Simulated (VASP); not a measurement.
A cell of HfB$_{2}$ (AlB2 type) near equilibrium:

```xyz
3
Lattice="1.5623 -2.7060 0.0000 1.5623 2.7060 0.0000 0.0000 0.0000 3.4544" Properties=species:S:1:pos:R:3 pbc="T T T"
Hf     0.0000     0.0000     0.0000
B      1.5623     0.9020     1.7272
B      1.5623    -0.9020     1.7272
```

These are PBEsol GGA, VASP's PBE PAW potentials (set 64) (plane waves; VASP) values and carry that method's errors.

```json
[
 {"run": "as it is", "ΔE (meV/atom)": "0.0", "σxx": "-0.03", "σyy": "-0.03", "σzz": "-0.19", "largest shear component, with its sign (GPa)": "0.00", "largest force (eV/Å)": "0.000"},
 {"run": "after one change", "ΔE (meV/atom)": "9.3", "σxx": "0.36", "σyy": "0.36", "σzz": "0.10", "largest shear component, with its sign (GPa)": "0.00", "largest force (eV/Å)": "0.751"}
]
```
Stress is in GPa, positive when the cell is compressed.

Task: What was changed between the two runs?
(A) atom 2 (B) moved by 0.075 Å along y
(B) atom 1 (Hf) moved by 0.100 Å along y
(C) atom 2 (B) moved by 0.075 Å along z
(D) uniaxial strain of -1.0 % along y

Result: C, atom 2 (B) moved by 0.075 Å along z

The compound is HfB2 in the AlB2 type structure.
